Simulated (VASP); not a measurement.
```
CELL_PARAMETERS angstrom
      0.00000     2.98149     2.98149
      2.98149     0.00000     2.98149
      2.98149     2.98149     0.00000
ATOMIC_POSITIONS crystal
  Al 0.25000 0.25000 0.25000
  Al 0.75000 0.75000 0.75000
  Au 0.00000 0.00000 0.00000
```

All values below come from PBEsol GGA, VASP's PBE PAW potentials (set 64) (plane waves; VASP 6.6.1). Settings: 480 eV cut-off, 8×8×8 Γ-centred mesh, first-order Methfessel-Paxton smearing of 0.10 eV, potentials Al Au.

Unless said otherwise, spin-orbit coupling is left out, though it shifts the bands of the heavy elements here.

Problem. What does the run give for the energy per atom (σ→0), pressure, band gap (on the k-mesh) with the smallest direct gap where there is one?

Solution. 
| Quantity | Value |
|---|---|
| band gap (on the k-mesh) | none (metal, semimetal or under 0.01 eV) |
| energy per atom (σ→0) | -4.492 eV/atom |
| pressure | 2.03 GPa |

Only differences to runs with the same potentials and settings are physical.

The compound is AuAl2 in the fluorite structure. It was relaxed first under an external pressure of 2 GPa. The electron count is odd and the run is not spin-polarised, which forces a metal.
